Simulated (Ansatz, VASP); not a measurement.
# Cross-check of Al12P28SO87 (glassy 30Al2O3-70P2O5 (mol %)) between VASP and Ansatz, part 2 of 2

Aim: how closely do two programs agree when they are given the same cell, functional and k mesh? Of the first pair: The structure shown is the start of the Ansatz relaxation below; VASP solves that cell, so the two are compared at the walk's first step.

VASP 6.6.1 and Ansatz 0.2.0.

So far. Step 3 (VASP: single point, PBE, start cell, pair 1): The run ends at a pressure of 1.30 GPa, with forces up to 38 eV/Å.

### 5. Ansatz: relaxation, PBE

Level of this step: Ansatz beside VASP: Kohn-Sham DFT, plane waves, PBE (Ansatz).

This run makes the geometry at which the two programs are then compared.

The structure compared here is the end of the Ansatz relaxation.

Input file input.yaml:

```yaml
crystal:
  lattice:
    - [11.92456, 0.0, 0.0]
    - [0.0, 11.92456, 0.0]
    - [0.0, 0.0, 11.92456]
  atoms:
    - { symbol: Al, position: [0.4087, 0.02997, 0.03613] }
    - { symbol: Al, position: [0.50114, 0.1647, 0.31889] }
[... 6 atom lines left out ...]
    - { symbol: Al, position: [0.26917, 0.49442, 0.91436] }
[... 1 atom line left out ...]
    - { symbol: Al, position: [0.74646, 0.86296, 0.8716] }
    - { symbol: Al, position: [0.7117, 0.50508, 0.62709] }
[... 1 atom line left out ...]
    - { symbol: P, position: [0.22315, 0.87173, 0.7844] }
[... 1 atom line left out ...]
    - { symbol: P, position: [0.14822, 0.80672, 0.02184] }
[... 4 atom lines left out ...]
    - { symbol: P, position: [0.49782, 0.82155, 0.91607], spin: 0.6 }
    - { symbol: P, position: [0.62618, 0.4588, 0.06242] }
    - { symbol: P, position: [0.49351, 0.14397, 0.65376] }
[... 4 atom lines left out ...]
    - { symbol: P, position: [0.79561, 0.50516, 0.88652] }
[... 1 atom line left out ...]
    - { symbol: P, position: [0.65154, 0.76145, 0.63235] }
[... 1 atom line left out ...]
    - { symbol: P, position: [0.43581, 0.6398, 0.0724] }
[... 3 atom lines left out ...]
    - { symbol: P, position: [0.34025, 0.55066, 0.67802] }
[... 2 atom lines left out ...]
    - { symbol: P, position: [0.39989, 0.79996, 0.60908] }
[... 1 atom line left out ...]
    - { symbol: O, position: [0.52887, 0.81925, 0.6187] }
[... 1 atom line left out ...]
    - { symbol: O, position: [0.67395, 0.47914, 0.93091] }
[... 4 atom lines left out ...]
    - { symbol: O, position: [0.43428, 0.93573, 0.91931] }
    - { symbol: O, position: [0.44706, 0.76346, 0.02938] }
    - { symbol: O, position: [0.46993, 0.05101, 0.57526] }
[... 2 atom lines left out ...]
    - { symbol: O, position: [0.53436, 0.00558, 0.1085] }
[... 5 atom lines left out ...]
    - { symbol: O, position: [0.33313, 0.87196, 0.7017] }
[... 1 atom line left out ...]
    - { symbol: O, position: [0.74004, 0.01059, 0.85547] }
    - { symbol: O, position: [0.35535, 0.37026, 0.91714] }
    - { symbol: O, position: [0.34071, 0.57674, 0.01836] }
    - { symbol: O, position: [0.41685, 0.14172, 0.75915] }
[... 8 atom lines left out ...]
    - { symbol: O, position: [0.63734, 0.63632, 0.62926] }
    - { symbol: O, position: [0.71717, 0.79992, 0.52342] }
[... 6 atom lines left out ...]
    - { symbol: O, position: [0.83863, 0.61577, 0.93377] }
    - { symbol: O, position: [0.70938, 0.81304, 0.731] }
[... 2 atom lines left out ...]
    - { symbol: O, position: [0.45175, 0.49889, 0.68168] }
    - { symbol: O, position: [0.24985, 0.50268, 0.59919] }
    - { symbol: O, position: [0.8693, 0.83426, 0.93517] }
[... 4 atom lines left out ...]
    - { symbol: O, position: [0.77815, 0.50979, 0.7576] }
[... 5 atom lines left out ...]
    - { symbol: O, position: [0.28575, 0.57897, 0.79147] }
[... 1 atom line left out ...]
    - { symbol: O, position: [0.21113, 0.99392, 0.81125] }
    - { symbol: O, position: [0.45979, 0.63121, 0.41599] }
    - { symbol: O, position: [0.55262, 0.58899, 0.06879] }
[... 1 atom line left out ...]
    - { symbol: O, position: [0.37505, 0.85121, 0.49091] }
[... 6 atom lines left out ...]
    - { symbol: O, position: [0.39678, 0.67203, 0.19752] }
    - { symbol: O, position: [0.35306, 0.6829, 0.6143] }
[... 6 atom lines left out ...]
    - { symbol: S, position: [0.47297, 0.74812, 0.81858], spin: 0.6 }
[... 1 atom line left out ...]
    - { symbol: O, position: [0.13137, 0.46192, 0.92636] }
[... 3 atom lines left out ...]
    - { symbol: O, position: [0.05864, 0.49112, 0.19898] }
    - { symbol: O, position: [0.12855, 0.81855, 0.71479] }
[... 1 atom line left out ...]
    - { symbol: O, position: [0.94707, 0.97018, 0.4393] }
magnetization:
  spin_polarized: true
kpoints:
  mp_grid: { grid: [1, 1, 1] }
hamiltonian:
  xc: pbe
scf:
  occupations: { method: fermi_dirac, width: 0.025 }
  lower_state_search: "off"
output:
  forces: true
  eigenvalues: true
relax:
  f_tol: 0.05
  max_steps: 90
```

Run with:

```
$ ansatz run input.yaml --threads 4 --pin off --max-ram 8192MiB --backend cpu --events-out ev --progress --plain --runs-dir out
```

Numbers of over 12 decimals in the logs are rounded to 6 here.

Log:

```text
[...]
Crystal: 128 atoms, lattice volume = 1695.614 Å³
Basis set: ecut = 420 eV, 33131 PW (Γ), exchange–correlation on 160×160×160 points (8 copies of the dense FFT grid, shifted against one another)
Bands: 481, of which v1, the nominal top of the filled ones, is band 352 counted from 1 (351 counted from 0)
Symmetry: 1 space group operations
[...]
k-points: 1
[...]
Starting moments: Σ|m| = 1.2 μB on 2 of 128 sites
[...]
- { symbol: O, position: [0.246233, 0.996455, 0.418555] }
    - { symbol: O, position: [0.741776, 0.981814, 0.419046] }
    - { symbol: O, position: [0.937831, 0.822531, 0.627680] }
    - { symbol: O, position: [0.191560, 0.148683, 0.658144] }
    - { symbol: O, position: [0.435756, 0.929545, 0.923482] }
[...]
- { symbol: S, position: [0.491083, 0.698351, 0.824501] }
[...]
- { symbol: O, position: [0.057254, 0.487901, 0.193180] }
    - { symbol: O, position: [0.132868, 0.819596, 0.712588] }
    - { symbol: O, position: [0.239462, 0.772388, 0.113045] }
    - { symbol: O, position: [0.946862, 0.970976, 0.438923] }
```

### 6. VASP: single point, PBE, relaxed cell, pair 2

The same cell, functional, mesh and smearing now go to VASP, with its own data sets.

Input file INCAR:

```
SYSTEM = Al12P28SO87
PREC = Accurate
ENCUT = 520
EDIFF = 1E-06
NELM = 200
ISMEAR = -1
SIGMA = 0.025
LREAL = Auto
ALGO = Normal
GGA = PE
NBANDS = 448
ISPIN = 2
MAGMOM = -0 0 0 -0 -0 -0 -0 -0 0 -0 -0 -0 -0 -0 0 -0 -0 0 0 -0 0 0 0 -0 -0 -0 0 0 -0 -0 0 0 -0 -0 0 0 0 0 -0 0 0 -0 -0 0 -0 -0 0 -0 0 -0 -0 0 0 0 -0 -0 -0 -0 0 -0 0 0 -0 0 -0 0 -0 0 0 0 -0 -0 0 0 -0 -0 -0 0 0 0 -0 0 0 0 -0 0 0 0 -0 0 -0 0 0 0 0 0 0 -0 -0 -0 -0 -0 -0 0 0 -0 -0 0 0 0 0 0 0 -0 0 -0 -0 0 -0 -0 -0 0 -0 0 0 0 0 -0
LORBIT = 11
LWAVE = .FALSE.
LCHARG = .FALSE.
ISIF = 2
LASPH = .TRUE.
GGA_COMPAT = .FALSE.
NCORE = 4
```

Input file POSCAR:

```
Al12P28SO87
1.0
   11.9245600000      0.0000000000      0.0000000000
    0.0000000000     11.9245600000      0.0000000000
    0.0000000000      0.0000000000     11.9245600000
Al P O S
12 28 87 1
Direct
    0.4079500000      0.0304900000      0.0363200000
    0.5009200000      0.1655600000      0.3185900000
[... 6 atom lines left out ...]
    0.2691100000      0.4972300000      0.9134700000
[... 1 atom line left out ...]
    0.7501300000      0.8659800000      0.8703500000
    0.7159800000      0.5036300000      0.6266000000
[... 1 atom line left out ...]
    0.2263300000      0.8707600000      0.7849000000
[... 1 atom line left out ...]
    0.1482100000      0.8063900000      0.0219100000
[... 4 atom lines left out ...]
    0.5074300000      0.8203700000      0.9320000000
    0.6254200000      0.4555900000      0.0647100000
    0.4939600000      0.1433400000      0.6537100000
[... 4 atom lines left out ...]
    0.7942800000      0.5057300000      0.8886600000
[... 1 atom line left out ...]
    0.6528300000      0.7611900000      0.6322400000
[... 1 atom line left out ...]
    0.4371400000      0.6403900000      0.0767000000
[... 3 atom lines left out ...]
    0.3323500000      0.5488100000      0.6718300000
[... 2 atom lines left out ...]
    0.3994100000      0.7973000000      0.6074200000
[... 1 atom line left out ...]
    0.5290400000      0.8163900000      0.6124600000
[... 1 atom line left out ...]
    0.6732300000      0.4774700000      0.9333400000
[... 4 atom lines left out ...]
    0.4357600000      0.9295400000      0.9234800000
    0.4594100000      0.7689700000      0.0508200000
    0.4698000000      0.0512700000      0.5744300000
[... 2 atom lines left out ...]
    0.5331400000      0.0087800000      0.1100000000
[... 5 atom lines left out ...]
    0.3393400000      0.8678500000      0.7064000000
[... 1 atom line left out ...]
    0.7435800000      0.0133900000      0.8510200000
    0.3554300000      0.3728000000      0.9180800000
    0.3428000000      0.5848200000      0.0130200000
    0.4174800000      0.1405400000      0.7592500000
[... 8 atom lines left out ...]
    0.6431600000      0.6357300000      0.6255700000
    0.7191100000      0.8019900000      0.5239900000
[... 6 atom lines left out ...]
    0.8343400000      0.6180100000      0.9349600000
    0.7092600000      0.8157700000      0.7305300000
[... 2 atom lines left out ...]
    0.4449500000      0.4996300000      0.6796300000
    0.2463000000      0.5011700000      0.5888000000
    0.8737600000      0.8352400000      0.9314500000
[... 4 atom lines left out ...]
    0.7773800000      0.5087300000      0.7595400000
[... 5 atom lines left out ...]
    0.2723200000      0.5736200000      0.7834300000
[... 1 atom line left out ...]
    0.2161600000      0.9930300000      0.8123100000
    0.4601400000      0.6308400000      0.4153500000
    0.5519500000      0.5851100000      0.0765400000
[... 1 atom line left out ...]
    0.3722300000      0.8534200000      0.4919900000
[... 6 atom lines left out ...]
    0.3888100000      0.6636300000      0.2009800000
    0.3457200000      0.6825200000      0.6079600000
[... 6 atom lines left out ...]
    0.6311600000      0.8467600000      0.9567700000
[... 1 atom line left out ...]
    0.2254200000      0.8044400000      0.9002200000
[... 3 atom lines left out ...]
    0.1328700000      0.8196000000      0.7125900000
    0.2394600000      0.7723900000      0.1130400000
[... 1 atom line left out ...]
    0.4910800000      0.6983500000      0.8245000000
```

Input file KPOINTS:

```
Automatic mesh
0
Gamma
1 1 1
0 0 0
```

PAW data sets: Al, P, O and S (PBE family, release 64).

Run with:

```
$ mpirun -np 16 vasp_gam
```

Log:

```text
[... set-up lines as in an earlier step ...]
 entering main loop
       N       E                     dE             d eps       ncg     rms          rms(c)
DAV:   1     0.659376917951E+04    0.65938E+04   -0.42471E+05  1840   0.155E+03
DAV:   2    -0.483702242420E+03   -0.70775E+04   -0.68518E+04  2192   0.380E+02
DAV:   3    -0.103519740074E+04   -0.55150E+03   -0.54728E+03  2120   0.113E+02
DAV:   4    -0.104697474062E+04   -0.11777E+02   -0.11705E+02  2192   0.175E+01
[...]
DAV:  18    -0.913943629509E+03    0.40215E-05   -0.10375E-04  2312   0.295E-02    0.127E-02
DAV:  19    -0.913943632780E+03   -0.32709E-05   -0.41164E-05  2048   0.113E-02    0.155E-02
DAV:  20    -0.913943632629E+03    0.15082E-06   -0.10701E-06  1384   0.205E-03
   1 F= -.91394363E+03 E0= -.91394363E+03  d E =-.141402E-10  mag=     0.0000
```

OUTCAR, selected parts (step 6):

```text
 magnetization (x)
# of ion       s       p       d       tot
------------------------------------------
    1        0.000   0.000   0.000   0.000
    2        0.000   0.000   0.000   0.000
    3       -0.000  -0.000   0.000  -0.000
    4       -0.000  -0.000   0.000  -0.000
    5        0.000   0.000   0.000   0.000
    6        0.000   0.000   0.000   0.000
[...]
126        0.000  -0.000   0.000  -0.000
  127       -0.000   0.000   0.000   0.000
  128       -0.000  -0.000   0.000  -0.000
--------------------------------------------------
tot         -0.000  -0.000   0.000  -0.000
```

The run ends at a pressure of -0.95 GPa, with forces up to 0.14 eV/Å.

### 7. Differences

Compared:

| quantity | Ansatz | VASP | difference |
| --- | --- | --- | --- |
| gap on the k mesh (eV) | 2.511 | 2.455 | +0.056 |

Forces on 7 of the 128 atoms, those with the largest forces and the largest differences (eV/Å; atoms numbered as in POSCAR):

| atom | Ansatz x, y, z | VASP x, y, z |
| --- | --- | --- |
| O47 | 0.008, -0.005, -0.009 | -0.006, 0.043, -0.103 |
| O52 | -0.002, 0.004, -0.002 | -0.061, 0.098, 0.036 |
| O66 | -0.001, 0.003, 0.002 | -0.040, 0.101, -0.060 |
| O67 | 0.001, 0.004, 0.003 | -0.091, -0.049, 0.035 |
| O83 | 0.001, 0.002, 0.000 | -0.014, -0.071, -0.091 |
| O114 | 0.005, 0.004, -0.006 | 0.104, 0.002, -0.046 |
| S128 | 0.000, -0.004, 0.023 | 0.010, 0.090, 0.108 |

The forces differ by 43 meV/Å r.m.s., where the r.m.s. force is 0.007 eV/Å in Ansatz and 0.043 eV/Å in VASP: the atoms lie near their places of rest in Ansatz, so a percentage would say little (all taken over all components). A gap on the mesh is an upper bound, since the band edges may lie between its points.

### 8. Summary of results

| Property | Result |
| --- | --- |
| r.m.s. force difference (single point, PBE, start cell, pair 1) | 2.5 % of the r.m.s. force |
| r.m.s. force difference (single point, PBE, relaxed cell, pair 2) | 43 meV/Å |
| difference in gap on the k mesh (single point, PBE, relaxed cell, pair 2) | 0.056 eV |

The r.m.s. force difference is 43 meV/Å (single point, PBE, relaxed cell, pair 2), beyond the 12 meV/Å picked in this series as the mark of a large difference. What causes the difference of the single point, PBE, relaxed cell, pair 2 pair stays open here. How closely two codes agree says nothing of how well the functional describes the real material.

[Lines on the potential files, build, host, timing and source positions are cut from VASP's logs without a mark.]

[Logs are printed without paths, hosts, clocks, repeated set-up lines and the standing remarks that a program may print on its own settings, such as how far it seeks lower states.]

[Hosts, paths, dates, database ids (printed as entryN), source tags and the programs' standing remarks are cut or masked in the printed files.]
